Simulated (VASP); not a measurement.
Given:

```yaml
crystal:
  lattice:
    - [1.27500, -2.20837, 0.00000]
    - [1.27500, 2.20837, 0.00000]
    - [0.00000, 0.00000, 4.22000]
  atoms:
    - { symbol: B, position: [0.66667, 0.33333, 0.50000] }
    - { symbol: B, position: [0.33333, 0.66667, 0.00000] }
    - { symbol: N, position: [0.66667, 0.33333, 0.87500] }
    - { symbol: N, position: [0.33333, 0.66667, 0.37500] }
```

All values below come from G0W0 on PBE orbitals, VASP's PBE PAW potentials (set 64) (plane waves; VASP). Numerical set-up: PREC = Normal, 500 eV cut-off, 4×4×2 Γ-centred mesh, Gaussian smearing of 0.010 eV, potentials B_GW N_GW_new.

The mesh is coarse and the basis finite, so the quasiparticle values are not converged.

NBANDS = 320, ENCUTGW = 200 eV, NOMEGA = 64. The PBE levels (eV) that the step starts from are:

```csv
state,KS energy,filling
"k1 (0.00, 0.00, 0.00), band 5",6.68,2
"k1 (0.00, 0.00, 0.00), band 6",8.55,2
"k1 (0.00, 0.00, 0.00), band 7",8.79,2
"k1 (0.00, 0.00, 0.00), band 8",8.79,2
"k1 (0.00, 0.00, 0.00), band 9",17.14,0
"k1 (0.00, 0.00, 0.00), band 10",17.14,0
"k1 (0.00, 0.00, 0.00), band 11",17.32,0
"k1 (0.00, 0.00, 0.00), band 12",18.26,0
"k5 (0.00, 0.00, 0.50), band 5",7.62,2
"k5 (0.00, 0.00, 0.50), band 6",7.62,2
"k5 (0.00, 0.00, 0.50), band 7",7.62,2
"k5 (0.00, 0.00, 0.50), band 8",7.62,2
"k5 (0.00, 0.00, 0.50), band 9",18.23,0
"k5 (0.00, 0.00, 0.50), band 10",18.23,0
"k5 (0.00, 0.00, 0.50), band 11",18.69,0
"k5 (0.00, 0.00, 0.50), band 12",18.69,0
"k6 (0.25, 0.00, 0.50), band 5",4.73,2
"k6 (0.25, 0.00, 0.50), band 6",4.73,2
"k6 (0.25, 0.00, 0.50), band 7",6.13,2
"k6 (0.25, 0.00, 0.50), band 8",6.13,2
"k6 (0.25, 0.00, 0.50), band 9",16.67,0
"k6 (0.25, 0.00, 0.50), band 10",16.67,0
"k6 (0.25, 0.00, 0.50), band 11",20.04,0
"k6 (0.25, 0.00, 0.50), band 12",20.04,0
```

Question: Give the quasiparticle energies and renormalisation factors Z.

Answer: 
```csv
state,QP energy (eV),Z
"k1 (0.00, 0.00, 0.00), band 5",5.40,0.81
"k1 (0.00, 0.00, 0.00), band 6",7.45,0.82
"k1 (0.00, 0.00, 0.00), band 7",7.68,0.82
"k1 (0.00, 0.00, 0.00), band 8",7.68,0.82
"k1 (0.00, 0.00, 0.00), band 9",18.25,0.83
"k1 (0.00, 0.00, 0.00), band 10",18.25,0.83
"k1 (0.00, 0.00, 0.00), band 11",18.44,0.83
"k1 (0.00, 0.00, 0.00), band 12",19.14,0.82
"k5 (0.00, 0.00, 0.50), band 5",6.42,0.82
"k5 (0.00, 0.00, 0.50), band 6",6.42,0.82
"k5 (0.00, 0.00, 0.50), band 7",6.42,0.82
"k5 (0.00, 0.00, 0.50), band 8",6.42,0.82
"k5 (0.00, 0.00, 0.50), band 9",19.23,0.83
"k5 (0.00, 0.00, 0.50), band 10",19.23,0.83
"k5 (0.00, 0.00, 0.50), band 11",19.87,0.83
"k5 (0.00, 0.00, 0.50), band 12",19.87,0.83
"k6 (0.25, 0.00, 0.50), band 5",3.31,0.81
"k6 (0.25, 0.00, 0.50), band 6",3.31,0.81
"k6 (0.25, 0.00, 0.50), band 7",4.82,0.81
"k6 (0.25, 0.00, 0.50), band 8",4.82,0.81
"k6 (0.25, 0.00, 0.50), band 9",17.52,0.83
"k6 (0.25, 0.00, 0.50), band 10",17.52,0.83
"k6 (0.25, 0.00, 0.50), band 11",21.12,0.82
"k6 (0.25, 0.00, 0.50), band 12",21.12,0.82
```
On the mesh the gap opens from 6.30 to 8.07 eV.

The compound is BN in the wurtzite structure, a metastable high-pressure form. The cell was not relaxed at this level. The k-mesh is coarse (spacing up to 0.74 per Å, 2π included), so the numbers may not be converged in it.
